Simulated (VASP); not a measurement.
A run of VASP 6.6.1 is set up as follows.

Contents of INCAR:

```
SYSTEM = Sn2H3Br
  ALGO = Normal
  EDIFF = 1E-7
  EDIFFG = -0.005
  ENCUT = 520
  GGA = PE
  IBRION = 2
  ISIF = 3
  ISMEAR = 0
  KPAR = 4
  LASPH = .TRUE.
  LCHARG = .FALSE.
  LREAL = .FALSE.
  LWAVE = .FALSE.
  NELM = 120
  NSW = 60
  POTIM = 0.3
  PREC = Accurate
  SIGMA = 0.03
```

Contents of KPOINTS:

```
k-points
0
G
  6 6 4
  0 0 0
```

File POSCAR:

```
Sn2H3Br                                 
1.0
    5.2602456416     -0.0000000000     -0.0000000000
   -2.6301228208      4.5555063533      0.0000000000
   -0.0000000000      0.0000000000      5.3780210557
  Sn              H               Br            
     2     3     1
Direct
     0.6666666699999979    0.3333333300000021    0.7678199977821034
     0.3333333300000021    0.6666666699999979    0.2321800022178964
     0.5000000000000000    0.0000000000000000    0.0000000000000000
     0.5000000000000000    0.5000000000000000    0.0000000000000000
     0.0000000000000000    0.5000000000000000    0.0000000000000000
     0.0000000000000000    0.0000000000000000    0.5000000000000000
```

Potentials or basis: VASP PAW PBE potentials, release 64 (Sn_d, H, Br).

The run is started by

```console
$ cat potpaw_PBE.64/Sn_d/POTCAR potpaw_PBE.64/H/POTCAR potpaw_PBE.64/Br/POTCAR > POTCAR
$ mpirun -np 4 vasp_std > vasp.out
```

Problem. Estimate the band gap on the k mesh.

Solution. 0.81 eV, indirect (least direct gap 0.84 eV).

Final structure:
```
CELL_PARAMETERS angstrom
5.26025 0.00000 0.00000
-2.63012 4.55551 0.00000
0.00000 0.00000 5.37802
ATOMIC_POSITIONS crystal
Sn 0.66667 0.33333 0.76782
Sn 0.33333 0.66667 0.23218
H 0.50000 0.00000 0.00000
H 0.50000 0.50000 0.00000
H 0.00000 0.50000 0.00000
Br 0.00000 0.00000 0.50000
```

Caveat: the relaxation stopped at its first step, so nothing moved; spin-orbit coupling is left out, which moves the levels of the heavy elements. A k mesh can miss the band edges.
